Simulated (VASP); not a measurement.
A convergence study with VASP on Gd (space group no. 194 when undisturbed): a few settings are varied, all else stays as given below, so the limit is that of these other settings. One atom is moved off its site, so that forces are finite.

```xyz
2
Lattice="1.8204 -3.1531 0.0000 1.8204 3.1531 0.0000 0.0000 0.0000 5.7973" Properties=species:S:1:pos:R:3 pbc="T T T"
Gd     1.8204     1.0510     1.4993
Gd     1.8204    -1.0510     4.3480
```
Starting moments (μB, in the order of the record's atoms Gd Gd): 7.0 7.0.

Computed with PBE GGA, VASP's PBE PAW potentials (set 64) (plane waves; VASP). The last row used: 300 eV cut-off, 13×13×7 Γ-centred mesh, tetrahedra with Blöchl corrections, potentials Gd.

| setting | E (eV/atom) | pressure (GPa) | largest force (eV/Å) | moment (μB) | irreducible k-points |
|---|---|---|---|---|---|
| 4×4×3 mesh | -11.6247 | 0.47 | 0.107 | 15.474 | 9 |
| 5×5×3 mesh | -11.6358 | 0.25 | 0.129 | 15.379 | 12 |
| 7×7×4 mesh | -11.6249 | -0.65 | 0.114 | 15.377 | 28 |
| 8×8×5 mesh | -11.6224 | -0.50 | 0.130 | 15.292 | 40 |
| 10×10×6 mesh | -11.6237 | -0.29 | 0.119 | 15.348 | 72 |
| 13×13×7 mesh | -11.6225 | -0.28 | 0.122 | 15.337 | 126 |

Left out are rungs that failed or repeat a setting and relaxations that didn't move; long series are thinned to 24 rows.

The structure is a typed Gd crystal (space group no. 194). The cell was not relaxed at this level, it is distorted from the ideal structure. The spin order is the one that the start imposed; others were not tried in this run.
